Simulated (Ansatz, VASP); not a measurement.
# GaAs: VASP beside Ansatz, part 2 of 3

Wanted: the spread between two codes on one cell, functional and k mesh. The cell is taken from a series of runs on this material, whose earlier steps may have relaxed, scaled, displaced or heated it; both programs get it as it stands.

VASP 6.6.1 and Ansatz 0.2.0.

So far: Set-up; Ansatz: zone-centre phonons, LDA, pair 1.

## (3) VASP: zone-centre phonons, LDA, pair 1

Level of this step: LDA; plane waves and PAW (Ga_d, As) (VASP).

The same cell, functional (in two slightly different forms) and mesh now go to VASP, with its own data sets.

Lines of VASP's logs that name or quote its potential files are left out, and so is its time.

Contents of INCAR:

```
SYSTEM = GaAs
PREC = Accurate
ENCUT = 500
EDIFF = 1E-08
NELM = 120
ISMEAR = 0
SIGMA = 0.01
LREAL = .FALSE.
ALGO = Normal
GGA = CA
NBANDS = 15
LORBIT = 11
LWAVE = .FALSE.
LCHARG = .FALSE.
ISIF = 2
IBRION = 8
LEPSILON = .TRUE.
LASPH = .TRUE.
GGA_COMPAT = .FALSE.
EFERMI = MIDGAP
KPAR = 2
```

Contents of POSCAR:

```
GaAs
1.0
    0.0000000000      2.7636993858      2.7636993858
    2.7636993858      0.0000000000      2.7636993858
    2.7636993858      2.7636993858      0.0000000000
Ga As
1 1
Direct
    0.0000000000      0.0000000000      0.0000000000
    0.7500000000      0.7500000000      0.7500000000
```

Contents of KPOINTS:

```
Automatic mesh
0
Gamma
12 12 12
0 0 0
```

Potentials, in the order of the species: Ga_d and As (LDA family, release 64).

Started as:

```bash
mpirun -np 2 vasp_std
```

Numbers of over 12 decimals in the logs are rounded to 6 here.

The log of the run:

```text
[banner, memory and clock lines left out]
running    2 mpi-ranks, on    1 nodes
 distrk:  each k-point on    1 cores,    2 groups
 distr:  one band on    1 cores,    1 groups

 POSCAR found type information on POSCAR GaAs
 POSCAR found :  2 types and       2 ions
 LDA part: xc-table for (Slater(with rela. corr.)+CA(PZ))
 , standard interpolation
 POSCAR, INCAR and KPOINTS ok, starting setup
 FFT: planning ... GRIDC
 FFT: planning ... GRID_SOFT
 FFT: planning ... GRID
 WAVECAR not read
 entering main loop
       N       E                     dE             d eps       ncg     rms          rms(c)
DAV:   1     0.818544382216E+02    0.81854E+02   -0.88522E+03  2176   0.162E+03
DAV:   2    -0.351482757096E+01   -0.85369E+02   -0.81797E+02  2482   0.313E+02
DAV:   3    -0.977226296265E+01   -0.62574E+01   -0.62357E+01  2566   0.685E+01
DAV:   4    -0.986940618310E+01   -0.97143E-01   -0.97128E-01  2638   0.956E+00
DAV:   5    -0.987080137742E+01   -0.13952E-02   -0.13951E-02  2700   0.104E+00    0.323E+00
DAV:   6    -0.967050903645E+01    0.20029E+00   -0.23350E-01  3317   0.930E+00    0.190E+00
DAV:   7    -0.962343409854E+01    0.47075E-01   -0.74528E-02  3066   0.219E+00    0.531E-01
DAV:   8    -0.962036176377E+01    0.30723E-02   -0.96860E-03  2699   0.116E+00    0.127E-01
DAV:   9    -0.962031727946E+01    0.44484E-04   -0.74289E-04  2715   0.330E-01    0.405E-02
DAV:  10    -0.962032021769E+01   -0.29382E-05   -0.45427E-05  3370   0.827E-02    0.212E-02
DAV:  11    -0.962032477516E+01   -0.45575E-05   -0.70395E-06  2517   0.411E-02    0.298E-03
DAV:  12    -0.962032465009E+01    0.12507E-06   -0.53840E-07  3211   0.111E-02    0.222E-03
DAV:  13    -0.962032464959E+01    0.49840E-09   -0.65759E-08  2722   0.229E-03
   1 F= -.96203246E+01 E0= -.96203246E+01  d E =0.000000E+00
 Linear response reoptimize wavefunctions to high precision
DAV:   1    -0.962032464971E+01   -0.12369E-09   -0.15907E-09  2111   0.346E-04
DAV:   2    -0.962032464976E+01   -0.49113E-10   -0.10894E-10  1626   0.103E-04
 Linear response G [H, r] |phi>, progress :
  Direction:   1
       N       E                     dE             d eps       ncg     rms
RMM:   1    -0.427942145181E+02   -0.42794E+02    0.22354E+02  2530   0.236E+02
RMM:   2    -0.536427391490E+02   -0.10849E+02   -0.37674E+01  4419   0.361E+01
RMM:   3    -0.543675869688E+02   -0.72485E+00   -0.22872E+00  4297   0.846E+00
RMM:   4    -0.544243391545E+02   -0.56752E-01   -0.31382E-01  4648   0.255E+00
RMM:   5    -0.544137434075E+02    0.10596E-01   -0.36778E-02  4615   0.599E-01
RMM:   6    -0.544121497107E+02    0.15937E-02   -0.74112E-03  4778   0.191E-01
RMM:   7    -0.544117615423E+02    0.38817E-03   -0.25046E-03  4790   0.633E-02
RMM:   8    -0.544115740401E+02    0.18750E-03   -0.47694E-04  4855   0.254E-02
RMM:   9    -0.544115520451E+02    0.21995E-04   -0.23469E-04  4803   0.114E-02
RMM:  10    -0.544115363360E+02    0.15709E-04   -0.73224E-05  4676   0.600E-03
RMM:  11    -0.544115296235E+02    0.67125E-05   -0.51425E-06  4088   0.385E-03
RMM:  12    -0.544115319828E+02   -0.23593E-05   -0.28632E-05  3479   0.298E-03
RMM:  13    -0.544115323586E+02   -0.37576E-06   -0.32335E-05  2921   0.265E-03
RMM:  14    -0.544115322818E+02    0.76737E-07   -0.31763E-05  2633   0.249E-03
RMM:  15    -0.544115325588E+02   -0.27702E-06   -0.33909E-05  2485   0.239E-03
RMM:  16    -0.544115315503E+02    0.10085E-05   -0.22530E-05  2430   0.235E-03
RMM:  17    -0.544115323215E+02   -0.77116E-06   -0.42628E-05  2331   0.232E-03
 Linear response G [H, r] |phi>, progress :
  Direction:   2
       N       E                     dE             d eps       ncg     rms
RMM:   1    -0.421569791134E+02   -0.42157E+02    0.19470E+02  2553   0.236E+02
RMM:   2    -0.557861583939E+02   -0.13629E+02   -0.30553E+01  4379   0.352E+01
RMM:   3    -0.570958316025E+02   -0.13097E+01   -0.21678E+00  4309   0.836E+00
RMM:   4    -0.571562753206E+02   -0.60444E-01   -0.28864E-01  4599   0.246E+00
RMM:   5    -0.571471545287E+02    0.91208E-02   -0.37463E-02  4563   0.586E-01
RMM:   6    -0.571455427524E+02    0.16118E-02   -0.77019E-03  4702   0.177E-01
RMM:   7    -0.571451363121E+02    0.40644E-03   -0.27280E-03  4729   0.582E-02
RMM:   8    -0.571449288825E+02    0.20743E-03   -0.51276E-04  4778   0.225E-02
RMM:   9    -0.571449071740E+02    0.21708E-04   -0.27892E-04  4753   0.976E-03
RMM:  10    -0.571448907288E+02    0.16445E-04   -0.11092E-04  4579   0.499E-03
RMM:  11    -0.571448855409E+02    0.51879E-05   -0.58434E-05  4113   0.299E-03
RMM:  12    -0.571448755280E+02    0.10013E-04    0.41845E-05  3550   0.224E-03
RMM:  13    -0.571448759150E+02   -0.38707E-06    0.37977E-05  2885   0.184E-03
RMM:  14    -0.571448753617E+02    0.55330E-06    0.43563E-05  2567   0.176E-03
RMM:  15    -0.571448759033E+02   -0.54160E-06    0.38103E-05  2452   0.162E-03
RMM:  16    -0.571448756545E+02    0.24880E-06    0.40595E-05  2322   0.166E-03
[...]
dielectric tensor                  component  1 :    17.328     9.494     1.890
 Linear response to external field (no local field effect), progress :
  Direction:   2
       N       E                     dE             d eps       ncg     rms          rms(c)
RMM:   1    -0.199040321738E+00   -0.19904E+00    0.79564E+00  2331   0.942E+00
RMM:   2    -0.201409129720E+01   -0.18151E+01   -0.39858E-02  4194   0.197E+00
[...]
RMM:  10    -0.158230628820E+01    0.11351E-04   -0.45864E-07 17387   0.109E-03    0.143E-04
RMM:  11    -0.158229700904E+01    0.92792E-05    0.49564E-08 17646   0.430E-04    0.130E-05
RMM:  12    -0.158229711986E+01   -0.11082E-06    0.49254E-08 12217   0.160E-04    0.932E-06
 change of polarisation eV/A/(eV/A) component  1 :     3.006     0.899     0.456
 dielectric tensor                  component  1 :    13.883     3.852     1.953
 Linear response to external field, progress :
  Direction:   2
       N       E                     dE             d eps       ncg     rms          rms(c)
RMM:   1    -0.177140440263E+00   -0.17714E+00    0.59218E+00  9044   0.839E+00
RMM:   2    -0.157621432262E+01   -0.13991E+01   -0.40032E-02 16243   0.181E+00    0.154E+00
RMM:   3    -0.153949782180E+01    0.36717E-01   -0.31869E-02 16677   0.103E+00    0.910E-01
RMM:   4    -0.157524358278E+01   -0.35746E-01   -0.33488E-02 16667   0.112E+00    0.111E-01
RMM:   5    -0.157798041652E+01   -0.27368E-02   -0.23174E-03 16585   0.315E-01    0.318E-02
RMM:   6    -0.158221070194E+01   -0.42303E-02   -0.21302E-04 17215   0.998E-02    0.172E-02
RMM:   7    -0.158205614220E+01    0.15456E-03   -0.17841E-05 16649   0.341E-02    0.259E-03
RMM:   8    -0.158235082784E+01   -0.29469E-03   -0.86240E-06 17237   0.106E-02    0.759E-04
RMM:   9    -0.158231936040E+01    0.31467E-04   -0.14292E-06 17926   0.347E-03    0.398E-04
RMM:  10    -0.158230791454E+01    0.11446E-04   -0.54618E-07 17375   0.109E-03    0.143E-04
RMM:  11    -0.158229859268E+01    0.93219E-05   -0.12706E-07 17666   0.431E-04    0.130E-05
RMM:  12    -0.158229872112E+01   -0.12845E-06   -0.17580E-07 12222   0.161E-04    0.937E-06
 change of polarisation eV/A/(eV/A) component  2 :     0.808     3.006     0.462
 dielectric tensor                  component  2 :     3.463    13.883     1.981
 Linear response to external field, progress :
  Direction:   3
       N       E                     dE             d eps       ncg     rms          rms(c)
RMM:   1    -0.175438348392E+00   -0.17544E+00    0.59388E+00  9042   0.839E+00
RMM:   2    -0.157624966698E+01   -0.14008E+01   -0.39429E-02 16240   0.181E+00    0.154E+00
RMM:   3    -0.153949749420E+01    0.36752E-01   -0.31837E-02 16672   0.103E+00    0.910E-01
RMM:   4    -0.157523466908E+01   -0.35737E-01   -0.33424E-02 16665   0.112E+00    0.111E-01
RMM:   5    -0.157798398140E+01   -0.27493E-02   -0.23407E-03 16586   0.315E-01    0.318E-02
RMM:   6    -0.158221036170E+01   -0.42264E-02   -0.21175E-04 17207   0.998E-02    0.172E-02
RMM:   7    -0.158205654657E+01    0.15382E-03   -0.19289E-05 16638   0.340E-02    0.259E-03
RMM:   8    -0.158235082502E+01   -0.29428E-03   -0.84427E-06 17232   0.106E-02    0.759E-04
RMM:   9    -0.158231931741E+01    0.31508E-04   -0.10425E-06 17921   0.346E-03    0.398E-04
RMM:  10    -0.158230789139E+01    0.11426E-04   -0.62366E-07 17366   0.110E-03    0.143E-04
RMM:  11    -0.158229859776E+01    0.92936E-05   -0.10965E-07 17659   0.431E-04    0.130E-05
RMM:  12    -0.158229871956E+01   -0.12180E-06   -0.16409E-07 12247   0.160E-04    0.928E-06
 change of polarisation eV/A/(eV/A) component  3 :     0.674     0.680     3.006
 dielectric tensor                  component  3 :     2.887     2.917    13.883
 Linear response DOF=           2
 Linear response progress:
  Degree of freedom:   1/  2
       N       E                     dE             d eps       ncg     rms          rms(c)
RMM:   1    -0.167380844972E+00   -0.16738E+00    0.11993E-01 10629   0.868E+00
RMM:   2    -0.165454441807E+00    0.19264E-02   -0.25450E-02 16116   0.138E+00    0.458E-02
RMM:   3    -0.165774007033E+00   -0.31957E-03   -0.36122E-03 16794   0.406E-01    0.294E-02
RMM:   4    -0.165640487193E+00    0.13352E-03   -0.14444E-03 17739   0.168E-01    0.902E-03
RMM:   5    -0.165641497491E+00   -0.10103E-05   -0.10208E-04 17462   0.393E-02    0.338E-03
RMM:   6    -0.165641085913E+00    0.41158E-06   -0.32180E-05 17373   0.139E-02    0.426E-04
RMM:   7    -0.165637508521E+00    0.35774E-05   -0.16481E-05 17298   0.564E-03    0.245E-04
RMM:   8    -0.165637197352E+00    0.31117E-06   -0.82840E-06 17542   0.237E-03    0.665E-05
RMM:   9    -0.165637228650E+00   -0.31298E-07   -0.36662E-06 17292   0.988E-04    0.203E-05
RMM:  10    -0.165637090759E+00    0.13789E-06   -0.20870E-06 17788   0.448E-04    0.103E-05
RMM:  11    -0.165636855285E+00    0.23547E-06   -0.77988E-07 17152   0.201E-04    0.418E-06
RMM:  12    -0.165636850730E+00    0.45545E-08   -0.49492E-07 17347   0.100E-04    0.163E-06
RMM:  13    -0.165636837344E+00    0.13387E-07   -0.27775E-07 17446   0.535E-05    0.832E-07
RMM:  14    -0.165636829727E+00    0.76172E-08   -0.14947E-07 16563   0.309E-05    0.200E-07
RMM:  15    -0.165636827484E+00    0.22423E-08   -0.10980E-07 15089   0.207E-05    0.139E-07
RMM:  16    -0.165636820995E+00    0.64895E-08   -0.47986E-08 11391   0.159E-05    0.615E-08
 first order change of Fermi-energy   0.10769E+01
 force on displaced ion       1 direction 1 : -10.753   0.000   0.000
 Born effective charge ion    1 direction 1 :   1.963   0.000   0.000
 Linear response progress:
  Degree of freedom:   2/  2
       N       E                     dE             d eps       ncg     rms          rms(c)
RMM:   1    -0.451717373375E-01   -0.45172E-01    0.60400E-02 18864   0.161E+00
RMM:   2    -0.443992745574E-01    0.77246E-03   -0.45553E-03 15081   0.438E-01    0.853E-02
RMM:   3    -0.443811848852E-01    0.18090E-04   -0.47060E-04 16744   0.138E-01    0.468E-02
RMM:   4    -0.445610179171E-01   -0.17983E-03   -0.96413E-05 16665   0.601E-02    0.438E-03
RMM:   5    -0.445604233866E-01    0.59453E-06   -0.95927E-06 17288   0.177E-02    0.247E-03
RMM:   6    -0.445474829396E-01    0.12940E-04   -0.62589E-07 16688   0.540E-03    0.760E-04
RMM:   7    -0.445472330022E-01    0.24994E-06    0.66102E-08 17120   0.190E-03    0.343E-04
RMM:   8    -0.445457806050E-01    0.14524E-05    0.60975E-08 16986   0.715E-04    0.377E-05
RMM:   9    -0.445457440708E-01    0.36534E-07    0.68856E-09 17535   0.244E-04    0.147E-05
RMM:  10    -0.445456733977E-01    0.70673E-07    0.10137E-08 16897   0.941E-05    0.438E-06
RMM:  11    -0.445456703499E-01    0.30478E-08    0.12426E-08 16889   0.400E-05    0.130E-06
 first order change of Fermi-energy  -0.10766E+01
 force on displaced ion       2 direction 1 : -10.726  -0.000  -0.000
 Born effective charge ion    2 direction 1 :  -2.007   0.000   0.000
 Born effective charges drift removed
 Linear response finished
```

From OUTCAR (step 3):

```text
ion  position               nearest neighbor table
   1  0.000  0.000  0.000-   2 2.39   2 2.39   2 2.39   2 2.39
   2  0.750  0.750  0.750-   1 2.39   1 2.39   1 2.39   1 2.39

  LATTYP: Found a face centered cubic cell.
 ALAT       =     5.5273987716

 Subroutine GETGRP returns: Found 24 space group operations
 (whereof 24 operations were pure point group operations)

The static configuration has the point symmetry T_d .

 Found     72 irreducible k-points:

   k-points           NKPTS =     72   k-points in BZ     NKDIM =     72   number of bands    NBANDS=     15

   dimension x,y,z NGX =    30 NGY =   30 NGZ =   30
   dimension x,y,z NGXF=    60 NGYF=   60 NGZF=   60

   ENCUT  =  500.0 eV  36.75 Ry    6.06 a.u.   7.13  7.13  7.13*2*pi/ulx,y,z

   NELECT =      18.0000    total number of electrons

 k-points in reciprocal lattice and weights: Automatic mesh
   0.00000000  0.00000000  0.00000000       0.001
   0.08333333  0.00000000  0.00000000       0.005
   0.16666667  0.00000000  0.00000000       0.005
   0.25000000  0.00000000  0.00000000       0.005
   0.33333333  0.00000000  0.00000000       0.005
   0.41666667  0.00000000  0.00000000       0.005
   0.50000000  0.00000000  0.00000000       0.002
   0.08333333  0.08333333  0.00000000       0.003
   0.16666667  0.08333333  0.00000000       0.014
[...]
-0.33333333  0.50000000  0.16666667       0.007
  -0.25000000  0.50000000  0.25000000       0.003

 average (electrostatic) potential at core
       1 -66.9575       2 -53.1840

  Total        0.9806268      0.9806268      0.9806268      0.0000000      0.0000000     -0.0000000
  in kB       37.2144772     37.2144772     37.2144772      0.0000000      0.0000000     -0.0000000
  external PRESSURE =      37.2144772 kB  Pullay stress =       0.0000000 kB

  energy-cutoff  :      500.00
  volume of cell :       42.22
      direct lattice vectors                 reciprocal lattice vectors
     0.000000000  2.763699386  2.763699386    -0.180916927  0.180916927  0.180916927
     2.763699386  0.000000000  2.763699386     0.180916927 -0.180916927  0.180916927
     2.763699386  2.763699386  0.000000000     0.180916927  0.180916927 -0.180916927

 POSITION                                       TOTAL-FORCE (eV/Angst)
 -----------------------------------------------------------------------------------
      0.00000      0.00000      0.00000         0.000000      0.000000      0.000000
      4.14555      4.14555      4.14555        -0.000000     -0.000000     -0.000000
 -----------------------------------------------------------------------------------
    total drift:                                0.000000      0.000000      0.000000

 MACROSCOPIC STATIC DIELECTRIC TENSOR (including local field effects in DFT)
 ------------------------------------------------------
          13.883412     0.000000     0.000000
           0.000000    13.883412     0.000000
           0.000000    -0.000000    13.883412
 ------------------------------------------------------

 PIEZOELECTRIC TENSOR (including local field effects)  for field in x, y, z        (C/m^2)
          XX          YY          ZZ          XY          YZ          ZX
  --------------------------------------------------------------------------------
  x    -0.00000    -0.00000     0.00000     0.00000     0.76836     0.00000
  y     0.00000     0.00000     0.00000     0.00000     0.00000     0.76836
  z     0.00000     0.00000    -0.00000     0.76836     0.00000     0.00000

 BORN EFFECTIVE CHARGES (including local field effects) (in |e|, cummulative output)
 ---------------------------------------------------------------------------------
 ion    1
    1     1.98899     0.00000    -0.00000
    2     0.00000     1.98899    -0.00000
    3     0.00000     0.00000     1.98899
 ion    2
    1    -1.98899     0.00000     0.00000
    2    -0.00000    -1.98899     0.00000
    3     0.00000    -0.00000    -1.98899

 Eigenvectors and eigenvalues of the dynamical matrix
 ----------------------------------------------------

   1 f  =    8.525348 THz    53.566339 2PiTHz  284.374988 cm-1    35.257989 meV
             X         Y         Z           dx          dy          dz
      0.000000  0.000000  0.000000     0.720130   -0.000000    0.000000
      4.145549  4.145549  4.145549    -0.693840    0.000000    0.000000

   2 f  =    8.525348 THz    53.566339 2PiTHz  284.374988 cm-1    35.257989 meV
             X         Y         Z           dx          dy          dz
      0.000000  0.000000  0.000000     0.000000   -0.000000    0.720130
      4.145549  4.145549  4.145549    -0.000000   -0.000000   -0.693840

   3 f  =    8.525348 THz    53.566339 2PiTHz  284.374988 cm-1    35.257989 meV
             X         Y         Z           dx          dy          dz
      0.000000  0.000000  0.000000    -0.000000   -0.720130   -0.000000
      4.145549  4.145549  4.145549     0.000000    0.693840    0.000000

   4 f/i=    0.005246 THz     0.032963 2PiTHz    0.174994 cm-1     0.021696 meV
             X         Y         Z           dx          dy          dz
      0.000000  0.000000  0.000000    -0.614704   -0.321403   -0.015906
      4.145549  4.145549  4.145549    -0.637995   -0.333581   -0.016508

   5 f/i=    0.005246 THz     0.032963 2PiTHz    0.174994 cm-1     0.021696 meV
             X         Y         Z           dx          dy          dz
      0.000000  0.000000  0.000000     0.281660   -0.553963    0.308555
      4.145549  4.145549  4.145549     0.292332   -0.574953    0.320246

   6 f/i=    0.005246 THz     0.032963 2PiTHz    0.174994 cm-1     0.021696 meV
             X         Y         Z           dx          dy          dz
      0.000000  0.000000  0.000000    -0.155629    0.266906    0.621252
      4.145549  4.145549  4.145549    -0.161526    0.277019    0.644792

 MACROSCOPIC STATIC DIELECTRIC TENSOR IONIC CONTRIBUTION
 ------------------------------------------------------
           1.578853     0.000000    -0.000000
           0.000000     1.578853     0.000000
          -0.000000     0.000000     1.578853
 ------------------------------------------------------

 ELASTIC MODULI CONTR FROM IONIC RELAXATION (kBar)
 Direction    XX          YY          ZZ          XY          YZ          ZX
 --------------------------------------------------------------------------------
 XX          -0.0000      0.0000      0.0000     -0.0000      0.0000      0.0000
 YY           0.0000     -0.0000      0.0000     -0.0000     -0.0000     -0.0000
 ZZ           0.0000      0.0000     -0.0000      0.0000     -0.0000      0.0000
 XY          -0.0000     -0.0000      0.0000   -291.4089      0.0000      0.0000
 YZ           0.0000     -0.0000     -0.0000      0.0000   -291.4089      0.0000
 ZX           0.0000     -0.0000      0.0000      0.0000      0.0000   -291.4089
 --------------------------------------------------------------------------------

 PIEZOELECTRIC TENSOR IONIC CONTR  for field in x, y, z        (C/m^2)
          XX          YY          ZZ          XY          YZ          ZX
  --------------------------------------------------------------------------------
  x     0.00000    -0.00000    -0.00000     0.00000    -0.63826     0.00000
  y     0.00000    -0.00000     0.00000     0.00000    -0.00000    -0.63826
  z    -0.00000    -0.00000     0.00000    -0.63826     0.00000    -0.00000
```

With a direct gap this small, the dielectric response converges slowly with the mesh, so tensor and charges are uncertain; a mesh that holds the point of the least gap tends to give too large a tensor.

## (4) Comparison

Known differences besides the potentials themselves: the two LDA forms differ slightly; fixed occupations in Ansatz, narrow Gaussian smearing in VASP; VASP's response is taken on the typed mesh, Ansatz refines its own for the field response alone; the data sets hold 28 valence electrons in Ansatz (on its PAW soft_1 files) and 18 in VASP; the cutoff is 420 eV in Ansatz and 500 eV in VASP; VASP's log shows a relativistic correction to its local exchange, Ansatz's none. Total energies have different zeros and are not compared.

Both answers:

| quantity | Ansatz | VASP | difference |
| --- | --- | --- | --- |
| ε∞ xx | 12.95 | 13.88 | -6.70 % |
| ε∞ yy | 12.95 | 13.88 | -6.70 % |
| ε∞ zz | 12.95 | 13.88 | -6.70 % |
| Born charge of Ga1 (mean of the diagonal) (e) | 1.98 | 1.99 | 0.00 |
| Born charge of As2 (mean of the diagonal) (e) | -1.98 | -1.99 | 0.00 |
| optical mode 1 to 3 (cm⁻¹) | 282.5 | 284.4 | -0.67 % |

Modes are paired by rising frequency, not by their patterns, so a pair may set unlike modes beside each other; they are those without the splitting of longitudinal modes.

(Continued in part 3 of 3.)

[Lines on the potential files, build, host, timing and source positions are cut from VASP's logs without a mark.]

[Logs are printed without paths, hosts, clocks, repeated set-up lines and the standing remarks that a program may print on its own settings, such as how far it seeks lower states.]

[Hosts, paths, dates, database ids (printed as entryN), source tags and the programs' standing remarks are cut or masked in the printed files.]
